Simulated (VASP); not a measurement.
```
CELL_PARAMETERS angstrom
      1.93632    -3.35380     0.00000
      1.93632     3.35380     0.00000
      0.00000     0.00000     6.89552
ATOMIC_POSITIONS crystal
  Sn 0.00000 0.00000 0.00000
  Se 0.33333 0.66667 0.23132
  Se 0.66667 0.33333 0.76868
```

All values below come from PBE GGA, VASP's PBE PAW potentials (set 64) (plane waves; VASP). Run with 400 eV cut-off, 15×15×8 Γ-centred mesh, Gaussian smearing of 0.010 eV, potentials Sn_d Se.

Without a dispersion term in the relaxation, distances and binding between the weakly bound layers, chains or molecules are unreliable, and so is what depends on them.

Give the direction-averaged independent-particle dielectric function (no local fields, no excitons; a broadening of 0.1 eV leaves a tail below the gap, and fine structure carries the noise of the k-mesh).

```
ħω (eV)     ε₁     ε₂
-------  -----  -----
0.00     10.09   0.00
0.30     10.18   0.06
0.70     10.61   0.18
1.10     11.70   0.70
1.50     12.50   2.88
1.90     12.12   3.82
2.30     11.68   5.31
2.70     12.73   5.83
3.10     11.51  11.65
3.50      4.36  11.25
3.90      6.21   9.17
4.30      5.60  11.04
4.60      4.49  12.77
5.00      0.59  11.43
5.40     -0.09  10.98
5.80     -2.96  10.14
6.20     -4.56   7.37
6.60     -3.72   4.49
7.00     -3.01   3.42
7.40     -1.66   2.20
7.80      0.10   2.54
8.20     -0.61   4.75
8.60     -2.01   3.65
9.00     -1.45   3.12
```
ε₂ peaks at 3.4 eV (height 13.2), 4.7 eV (height 12.9), 8.2 eV (height 4.8); ε₁(0) averages 10.09, so the electronic refractive index below the gap tends to √10.09 = 3.18.

The compound is SnSe2 in the 1T layered structure. It was relaxed first, which changed the volume by +16 %.
